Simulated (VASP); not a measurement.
An input for Quantum ESPRESSO's pw.x (written as the equivalent of a VASP run, and not itself run):

```
&CONTROL
  calculation = 'scf'
  pseudo_dir = './pseudo'
  outdir = './out'
  tprnfor = .true.
  tstress = .false.
/
&SYSTEM
  ibrav = 0
  nat = 2
  ntyp = 1
  ecutwfc = 36
  occupations = 'smearing'
  smearing = 'gaussian'
  degauss = 0.003675
  input_dft = 'hse'
  nqx1 = 6
  nqx2 = 6
  nqx3 = 6
  screening_parameter = 0.1058
/
&ELECTRONS
  conv_thr = 7.3e-08
  electron_maxstep = 60
/
ATOMIC_SPECIES
  Si 28.085 Si.upf
CELL_PARAMETERS angstrom
     0.0000000    2.6496545    2.6496545
     2.6496545    0.0000000    2.6496545
     2.6496545    2.6496545    0.0000000
ATOMIC_POSITIONS crystal
  Si   0.0000000  0.0000000  0.0000000
  Si   0.2500000  0.2500000  0.2500000
K_POINTS automatic
  6 6 6 0 0 0
```

Q: Translate this input to VASP (INCAR, KPOINTS, POSCAR, choice of POTCAR).

A: Several could match; the one computed here: 
### INCAR
```
SYSTEM = Si
PREC = Accurate
ENCUT = 520
EDIFF = 1E-6
NELM = 60
ALGO = Normal
LREAL = .FALSE.
LASPH = .TRUE.
ISMEAR = 0
SIGMA = 0.05
GGA = PE
HFSCREEN = 0.2
AEXX = 0.25
LHFCALC = .TRUE.
PRECFOCK = Fast
ISYM = 3
LWAVE = .FALSE.
LCHARG = .FALSE.
ISIF = 2
```

KPOINTS:
```
kpoints
0
G
  6 6 6
0 0 0
```

### POSCAR
```
Si
1
    0.0000000000     2.6496544834     2.6496544834
    2.6496544834     0.0000000000     2.6496544834
    2.6496544834     2.6496544834     0.0000000000
Si
2
Direct
  0.0000000000   0.0000000000   0.0000000000
  0.2500000000   0.2500000000   0.2500000000
```

POTCAR, in this order: Si (PBE.64 set). Program: vasp_std. Read from the step before: WAVECAR.

Limits of the translation: the potentials are each code's own (VASP's PAW set, PseudoDojo norm-conserving files in pw.x), so ENCUT and ecutwfc are chosen apart and not converted; conv_thr bounds pw.x's estimated SCF error, while EDIFF bounds the energy change between steps.

The compound is Si in the diamond structure. This cell is one point of a volume scan, at 0.91 of the reference volume.
